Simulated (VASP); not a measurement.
These are PBE GGA, VASP's PBE PAW potentials (set 64) (plane waves; VASP 6.6.1) values and carry that method's errors.

VASP input:

**KPOINTS**
```
K-points
0
gamma
8 8 8
```

### POSCAR
```
PtAl2
1
    0.0000000000     3.0141000000     3.0141000000
    3.0141000000     0.0000000000     3.0141000000
    3.0141000000     3.0141000000     0.0000000000
Al Pt
2 1
Direct
  0.2500000000   0.2500000000   0.2500000000
  0.7500000000   0.7500000000   0.7500000000
  0.0000000000   0.0000000000   0.0000000000
```

**INCAR**
```
! general
SYSTEM =PtAl2
PREC   =Accurate
ENCUT  =400
LREAL  =.False.
LASPH  =.True.

! electronic loop
EDIFF  =1E-6
NELM   =100
ALGO   =Normal
LMAXMIX=6

! smearing
ISMEAR =-1
SIGMA  =0.01

! functional
GGA    =PE

! ions
ISIF   =2

! output
LWAVE  =.False.
LCHARG =.False.
```

POTCAR, in this order: Al Pt (PBE.64 set). Program: vasp_std.

### Question
What will the output report for the number of irreducible k-points (NKPTS), number of bands (NBANDS), largest plane-wave count, number of space-group operations, FFT grid (NGX, NGY, NGZ)?

### Answer

The number of irreducible k-points (NKPTS) comes out as 29 and the number of bands (NBANDS) comes out as 12. The largest plane-wave count comes out as 1012 and the number of space-group operations is 48. The FFT grid (NGX, NGY, NGZ) comes out as 28 × 28 × 28.

The compound is PtAl2 in the fluorite structure. The cell was not relaxed at this level. The run is one of a series of settings (ISMEAR = -1, SIGMA = 0.01 against the base run), some of them coarse on purpose.
